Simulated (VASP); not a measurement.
An input for Ansatz (written as the equivalent of a VASP run, and not itself run):

Ansatz 0.2 input:
```yaml
crystal:
  lattice:
    - [-3.0731854, 3.0731854, 3.0731854]
    - [3.0731854, -3.0731854, 3.0731854]
    - [3.0731854, 3.0731854, -3.0731854]
  atoms:
    - { symbol: Cs, position: [0.0000000, 0.0000000, 0.0000000] }
kpoints:
  mp_grid: { grid: [8, 8, 8] }
hamiltonian:
  xc: pbe
  pseudopotentials: { kind: paw }
scf:
  occupations: { method: methfessel_paxton, width: 0.1 }
  max_iter: 100
relax:
  max_steps: 30
  f_tol: 0.001
output: { forces: true, stress: true, eigenvalues: true }
```

Q: Write the VASP files for the same calculation (PBE).

A: Several could match; the one computed here: 
**KPOINTS**
```
Automatic mesh
0
Gamma
8 8 8
0 0 0
```

**INCAR**
```
SYSTEM=Cs
PREC=Accurate; ENCUT=400; LREAL=.False.
LASPH=.True.
EDIFF=1E-8; NELM=100; ALGO=Normal
LMAXMIX=4
ISMEAR=1; SIGMA=0.1
GGA=PE
IBRION=1; NSW=30; ISIF=2
EDIFFG=-0.001
LWAVE=.False.; LCHARG=.False.
```

**POSCAR**
```
Cs
1
   -3.0731853690     3.0731853690     3.0731853690
    3.0731853690    -3.0731853690     3.0731853690
    3.0731853690     3.0731853690    -3.0731853690
Cs
1
Direct
  0.0000000000   0.0000000000   0.0000000000
```

POTCAR, in this order: Cs_sv (PBE.64 set). Program: vasp_std.

Limits of the translation: each code has its own PAW files, so the cut-off isn't converted (ENCUT is set for VASP's; basis.ecutwfc is left out, and Ansatz then takes the one that its files recommend); Ansatz stops its SCF on the density residual and VASP on the energy change (EDIFF).

The compound is Cs in the bcc structure. It was relaxed first. The start is the result of an earlier pass.
